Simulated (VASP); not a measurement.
Data:

```
CELL_PARAMETERS angstrom
      3.33006     0.00000     0.00000
     -1.66503     2.88392     0.00000
      0.00000     0.00000     3.24997
ATOMIC_POSITIONS crystal
  Ru 0.00000 0.00000 0.00000
  Se 0.66667 0.33333 0.50000
```

Level of theory: PBE GGA, VASP's PBE PAW potentials (set 64) (plane waves; VASP 6.6.1). Run with 400 eV cut-off, 3×3×3 Γ-centred mesh, Gaussian smearing of 0.050 eV, potentials Ru_pv Se.

Gaps are read on the run's mesh, which can miss a band edge.

What does the run give for the energy per atom (σ→0), pressure, band gap (on the k-mesh) with the smallest direct gap where there is one?

* **band gap (on the k-mesh)**: none (metal, semimetal or under 0.01 eV)
* **energy per atom (σ→0)**: -6.135 eV/atom
* **pressure**: 9.99 GPa

Total energies compare only between runs with the same potentials, cut-off and functional.

The structure was generated: RuSe was put into the WC type (P-6m2), which need not be its known phase. The cell was not relaxed at this level. The k-mesh is coarse (spacing up to 0.73 per Å, 2π included), so the numbers may not be converged in it. The run is one of a series of settings (KPOINTS 3×3×3 Γ-centred mesh against the base run), some of them coarse on purpose.
